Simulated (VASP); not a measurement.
Input:

```
CdS
1.0
    2.08473    -3.61086     0.00000
    2.08473     3.61086     0.00000
    0.00000     0.00000     6.77516
Cd S
2 2
Direct
  0.66667   0.33333   0.50001
  0.33333   0.66667   0.00001
  0.66667   0.33333   0.87699
  0.33333   0.66667   0.37699
```

Computed with optB86b-vdW, VASP's PBE PAW potentials (set 64) (plane waves; VASP 6.6.1). Settings: 520 eV cut-off, 6×6×4 Γ-centred mesh, Gaussian smearing of 0.050 eV, potentials Cd S.

### Question
Predict the energy per atom (σ→0), band gap (on the k-mesh) with the smallest direct gap where there is one.

### Answer

| Item | Value |
|---|---|
| band gap (on the k-mesh) | 1.06 eV |
| smallest direct gap (on the k-mesh) | 1.06 eV |
| energy per atom (σ→0) | -0.744 eV/atom |

The compound is CdS in the wurtzite structure. It was relaxed first.
